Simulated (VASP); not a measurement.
```
CELL_PARAMETERS angstrom
     -2.97330     2.97330     1.62180
      2.97330    -2.97330     1.62180
      2.97330     2.97330    -1.62180
ATOMIC_POSITIONS crystal
  Sn 0.25000 0.75000 0.50000
  Sn 0.00000 0.00000 0.00000
```

The base run (VASP): PBE GGA, plane waves, VASP's PBE PAW potentials (set 64). Run with 400 eV cut-off, 12×12×12 Γ-centred mesh, first-order Methfessel-Paxton smearing of 0.10 eV, potentials Sn_d.

One setting is varied; ΔE counts from the base run. The base run took about 2 core-minutes. The timings are rough (shared machines, no repeats); factors under 2 mean little.

Pressures at a finite cut-off, here 400 eV, hold a Pulay part, which this task's highest cut-off puts under 0.2 GPa.

```csv
setting,cost over the base run,electronic steps,ΔE (meV/atom),pressure (GPa)
PREC = Normal,within a factor of 2,11,-0.1,-0.54
PREC = Low,within a factor of 2,10,-3.6,-0.57
PREC = Single,within a factor of 2,11,-0.1,-0.53
LASPH = .FALSE.,within a factor of 2,11,0.0,-0.55
base run,reference,11,0.0,-0.55
ADDGRID = .TRUE.,within a factor of 2,11,0.0,-0.55
LREAL = Auto,within a factor of 2,11,-0.1,-0.55
```

Left out are runs that failed, have no time on record or changed the cell.

The compound is Sn in the beta structure. The cell was not relaxed at this level.
